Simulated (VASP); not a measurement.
Input of a VASP 6.6.1 run:

The input POSCAR:

```
CaSi2Sb2
1.0
    4.9973900000      0.0000000000      0.0000000000
   -2.4987000000      4.3278700000      0.0000000000
    0.0000000000      0.0000000000      5.8616900000
Ca Si Sb
1 2 2
Direct
    0.0000000000      0.0000000000      0.0000000000
    0.3333300000      0.6666700000      0.2564800000
    0.6666700000      0.3333300000      0.7435200000
    0.3333300000      0.6666700000      0.7224000000
    0.6666700000      0.3333300000      0.2776000000
```

Contents of INCAR.step1:

```
ALGO = Normal
EDIFF = 1E-7
ENCUT = 600
GGA = PE
ISIF = 2
ISMEAR = -1
LASPH = True
LCHARG = True
LREAL = False
LWAVE = False
NBANDS = 32
NELM = 60
PREC = Accurate
SIGMA = 0.05
```

Contents of KPOINTS.step1:

```
k-points
0
Gamma
  5 5 4
```

INCAR.step2

```
ALGO = Normal
EDIFF = 1E-7
ENCUT = 600
GGA = PE
ICHARG = 11
ISIF = 2
ISMEAR = 0
LASPH = True
LCHARG = False
LREAL = False
LWAVE = False
NBANDS = 32
NELM = 60
PREC = Accurate
SIGMA = 0.05
```

The input KPOINTS.step2:

```
path GMKGALHA,LM,KH
20
line-mode
reciprocal
 0.0000000000  0.0000000000  0.0000000000  G
 0.5000000000  0.0000000000  0.0000000000  M

 0.5000000000  0.0000000000  0.0000000000  M
 0.3333333333  0.3333333333  0.0000000000  K

 0.3333333333  0.3333333333  0.0000000000  K
 0.0000000000  0.0000000000  0.0000000000  G

 0.0000000000  0.0000000000  0.0000000000  G
 0.0000000000  0.0000000000  0.5000000000  A

 0.0000000000  0.0000000000  0.5000000000  A
 0.5000000000  0.0000000000  0.5000000000  L

 0.5000000000  0.0000000000  0.5000000000  L
 0.3333333333  0.3333333333  0.5000000000  H

 0.3333333333  0.3333333333  0.5000000000  H
 0.0000000000  0.0000000000  0.5000000000  A

 0.5000000000  0.0000000000  0.5000000000  L
 0.5000000000  0.0000000000  0.0000000000  M

 0.3333333333  0.3333333333  0.0000000000  K
 0.3333333333  0.3333333333  0.5000000000  H
```

Potentials or basis: VASP PAW PBE potentials, release 64 (Ca_sv_GW, Si_GW, Sb_d_GW).

Launch:

```sh
$ cat potpaw_PBE.64/Ca_sv_GW/POTCAR potpaw_PBE.64/Si_GW/POTCAR potpaw_PBE.64/Sb_d_GW/POTCAR > POTCAR
$ cp INCAR.step1 INCAR
$ cp KPOINTS.step1 KPOINTS
$ mpirun -np 1 vasp_std > vasp.out
$ cp INCAR.step2 INCAR
$ cp KPOINTS.step2 KPOINTS
$ mpirun -np 1 vasp_std > vasp.out
```

Problem. What does it give for the band gap along the path?

Solution. None (metal or under the smearing width).

Levels at the corners of the path, in eV from the Fermi level:
| point | band 22 | band 23 | band 24 | band 25 | band 26 | band 27 |
| --- | --- | --- | --- | --- | --- | --- |
| Γ | -1.51 | -1.40 | -1.40 | -0.34 | -0.34 | 0.58 |
| M | -3.07 | -2.45 | 0.05 | 1.41 | 2.01 | 2.12 |
| M | -3.07 | -2.45 | 0.05 | 1.41 | 2.01 | 2.12 |
| K | -2.76 | -0.53 | -0.53 | 1.15 | 1.71 | 1.71 |
| K | -2.76 | -0.53 | -0.53 | 1.15 | 1.71 | 1.71 |
| Γ | -1.51 | -1.40 | -1.40 | -0.34 | -0.34 | 0.58 |
| Γ | -1.51 | -1.40 | -1.40 | -0.34 | -0.34 | 0.58 |
| A | -2.99 | -1.84 | -1.12 | -0.42 | -0.42 | 0.71 |
| A | -2.99 | -1.84 | -1.12 | -0.42 | -0.42 | 0.71 |
| L | -2.00 | -1.23 | 0.19 | 0.43 | 1.05 | 1.73 |
| L | -2.00 | -1.23 | 0.19 | 0.43 | 1.05 | 1.73 |
| H | -1.03 | 0.00 | 0.00 | 0.77 | 0.77 | 1.33 |
| H | -1.03 | 0.00 | 0.00 | 0.77 | 0.77 | 1.33 |
| A | -2.99 | -1.84 | -1.12 | -0.42 | -0.42 | 0.71 |
| L | -2.00 | -1.23 | 0.19 | 0.43 | 1.05 | 1.73 |
| M | -3.07 | -2.45 | 0.05 | 1.41 | 2.01 | 2.12 |
| K | -2.76 | -0.53 | -0.53 | 1.15 | 1.71 | 1.71 |
| H | -1.03 | 0.00 | 0.00 | 0.77 | 0.77 | 1.33 |

Caveat: the log is that of the step along the path at fixed density, whose energy, stress, charges and moments have no meaning; spin-orbit coupling is left out, which moves the levels of the heavy elements.
